Q: These ten runs use one and the same TaN cell, yet the pressure goes from 5 to 39 GPa. How can one crystal be under such different pressures?

DFT calculations with VASP for rock-salt TaN in one fixed 2-atom cell (10.35 Å³/atom), with PBE PAW potentials, a 520 eV cutoff, a 7×7×7 k mesh and Gaussian smearing of 0.05 eV. Ta6 and Ta7 stand for U = 6 and 7 eV on the Ta d shell; fm, afm, ferri, nm and random describe the starting moments. Pressure is positive in compression.

| method | Hubbard U, eV | spin | spin orbit | pressure (GPa) |
| --- | --- | --- | --- | --- |
| PBE | none | non-collinear random | yes | 15.96 |
| PBE | none | collinear ferri | no | 15.34 |
| PBE | none | collinear random | no | 15.33 |
| PBE+U | Ta7 | collinear nm | no | 38.91 |
| PBE+U | Ta7 | collinear random | no | 38.91 |
| PBEsol | none | collinear random | no | 5.33 |
| PBEsol | none | collinear fm | no | 5.35 |
| PBEsol | none | none | no | 5.34 |
| PBEsol+U | Ta6 | collinear afm | no | 25.36 |
| PBEsol+U | Ta6 | collinear random | no | 25.37 |

A: The volume is fixed, but the volume at which the energy is lowest depends on the method. The pressure tells how strongly a method drives the cell towards its own preferred volume. It is positive in every row, so each of these methods would let the cell expand. Anyone who wants the stress of a strained film should therefore count the strain from the cell that the same method prefers.

Q: The spin column has the most varied entries. Does it sort the pressures?

A: No. Among runs with the same functional and U, and without spin-orbit coupling, the pressures agree within 0.02 GPa. Words such as "ferri" and "afm" name the moments with which a run began, and in the six runs whose final moments were examined these had vanished. For the others, the matching pressures suggest the same. The starting moments were small, so a state with large moments was not searched for.

Q: Then what does the change from PBE to PBEsol do?

A: Without U, it lowers the pressure by 10 GPa. Consider a perfectly uniform electron density: there the two functionals agree, and they part only as the density becomes uneven. PBE rewards unevenness more strongly. Pulling atoms apart makes the density between them more uneven, so PBE pushes the cell outwards harder than PBEsol does. This is the well-known reason why PBEsol generally favours denser solids. The PBEsol runs here use potentials made for PBE, which may add some error to the size of the shift.

Q: The Hubbard U has a still larger effect, and in the other direction. Why should a correction for Ta d electrons push the atoms apart?

A: Start from what it penalises. For each d orbital and spin with occupation n, the added energy is (U/2)(n − n²). It is zero for an empty orbital and for a full one, and largest at half filling. In TaN the Ta d orbitals are partly filled, both by electrons that Ta keeps and through mixing with the N p orbitals, and this makes the penalty large.

Now let the crystal expand. The overlap between Ta and N weakens, and in the limit of distant atoms the mixing is gone. The d orbitals are on average only about a quarter filled, so losing the charge that comes from mixing lowers the penalty. The energy cost of U thus falls as the volume grows, which means an outward push. This link to mixing is an argument from theory, but the calculation agrees with it in one respect: in PBEsol, U lowers the d charge around Ta by about 0.2 electrons.

Q: Can runs at a single volume show that the cost really falls as the volume grows?

A: Yes, because pressure is minus the slope of energy against volume. The difference between two pressures at one volume is then minus the slope of the energy difference. In PBEsol, a U of 6 eV costs 5.5 eV per cell, and the extra pressure of 20 GPa means that this cost falls by 26 meV when the volume grows by one percent. A cost that falls by only half a percent for each percent of volume is thus enough to produce the largest pressure shift within PBEsol.

Q: Does the push grow in proportion to U?

A: It would do so exactly if U left the occupations at each volume unchanged, since U stands in front of the penalty as a plain factor. In reality the electrons respond and leave the d orbitals to some extent, but the loss is small beside the 2.5 electrons that were there. The energy cost should therefore stay nearly proportional to U. Its slope with volume, which sets the pressure, will probably follow, and half the U would then give roughly half the shift.

The PBE+U rows allow a test, as they play no part in finding the slope. PBEsol gives 3.34 GPa for each eV of U. Seven times this is 23.4 GPa, and adding it to the 15.3 GPa of plain PBE gives 38.7 GPa.

Q: And the calculation gives 38.91 GPa. Is that agreement or a break?

A: It is close agreement for a simple sum, with a remainder of 0.2 GPa that still exceeds the scatter among spin starts. The estimate assumes two things at once: that the effect of U is proportional to U, and that it is the same in both functionals. Small errors in the two could cancel, so the test supports the sum as a whole and not each assumption alone. The printed output after this text lists the differences behind it.

Nor does the regularity justify the choice of U. Values of 6 or 7 eV are not a standard correction for the broad 5d bands of Ta. The large pressures in these rows show what the added term does, and should not be taken as a property of TaN.

Q: Is there a row that the sum of functional and U does not describe?

A: The PBE run with spin-orbit coupling. It has the same functional as its two neighbours and no U, so the sum gives it their pressure. Its own is higher by 0.6 GPa, about thirty times the scatter among spin starts. Beside the shifts by functional and U, however, this is a small correction.

Q: But that run ends without a magnetic moment. What is left for spin-orbit coupling to act on?

A: Without a moment, and before the coupling acts, each orbital is filled equally with both spins. The coupling has opposite signs for the two, so to first order it averages to zero. It can still lower the energy by mixing filled states with empty ones, and this gain grows with the square of the coupling strength. For such a quadratic gain, the average of the coupling energy must be twice the total energy change. The calculation gives a ratio of 1.97, so the second-order picture holds well for the energy as a whole.

Q: Why does that gain turn into pressure?

A: Only the part that changes with volume counts. The gain is 0.68 eV per cell. Much of it probably comes from the filled 5p shell of Ta, which these potentials treat along with the valence electrons, and whatever stays with the Ta atom at any spacing drops out of the pressure. A plausible reason for such a change, not tested by these runs, is that the bands become narrower when the crystal expands. Filled and empty states then move closer in energy, so the coupling can mix them more easily. The gain should then increase with volume and push the cell outwards. The pressure shift corresponds to an increase of merely 0.8 meV for one percent more volume.

Q: So is the whole 0.6 GPa due to spin-orbit coupling?

A: That is the most likely cause, but the comparison is not perfectly clean. This run also treats the symmetry of the density gradient differently from the others. In addition, plain PBE has a nearly empty level within 0.1 eV of the Fermi energy, where a finer k mesh could alter the occupations and move a small pressure difference. A pair of runs that differ in the coupling alone, repeated on a finer mesh, would settle how much of the shift belongs to it.

The analysis program printed:

```
Largest scatter among spin starts at one functional and U, GPa: 0.02
PBEsol less PBE, no U, no spin-orbit, GPa: -9.995
Shift by U of 6 eV in PBEsol, GPa: 20.03
Shift by U of 7 eV in PBE, GPa: 23.57
Shift per eV of U in PBEsol, GPa: 3.338
Shift per eV of U in PBE, GPa: 3.368
PBE+U pressure estimated from PBE and the PBEsol slope, GPa: 38.7
PBE+U computed less estimated, GPa: 0.2125
Spin-orbit row less plain PBE, GPa: 0.625
Spin-orbit shift over largest scatter, ratio: 31.25
Energy cost of U in PBEsol, eV per cell: 5.493
Fall of the U cost for 1 percent more volume, meV per cell: 25.87
The same fall as percent of the U cost: 0.471
Energy gain by spin-orbit in PBE, eV per cell: 0.6787
Growth of the spin-orbit gain for 1 percent more volume, meV per cell: 0.8075
Spin-orbit expectation value over energy change, ratio: 1.971
Change of Ta d charge in the sphere by U in PBEsol, electrons: -0.211
```
